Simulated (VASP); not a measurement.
Here is the system:

```xyz
4
Lattice="3.5385 0.0000 0.0000 0.0000 3.5385 0.0000 0.0000 0.0000 3.5385" Properties=species:S:1:pos:R:3 pbc="T T T"
Fe     0.0000     0.0000     0.0000
Ni     0.0000     1.7693     1.7693
Ni     1.7693     0.0000     1.7693
Ni     1.7693     1.7693     0.0000
```
Starting moments (μB, in the order of the record's atoms Fe Ni Ni Ni): 3.2 0.7 0.7 0.7.

The numbers are results of r2SCAN+rVV10, VASP's PBE PAW potentials (set 64) (plane waves; VASP), not measurements. Run with 520 eV cut-off, 9×9×9 Γ-centred mesh, first-order Methfessel-Paxton smearing of 0.10 eV, potentials Fe Ni.

Q: Give the stress tensor in GPa (positive for a compressed cell).

A: 
```
-6.03   0.00   0.00
 0.00  -6.03   0.00
 0.00   0.00  -6.03
```
The pressure is its mean diagonal, -6.03 GPa.

The compound is Ni3Fe in the L1_2 structure. This cell is one point of a volume scan, at 1.03 of the reference volume.
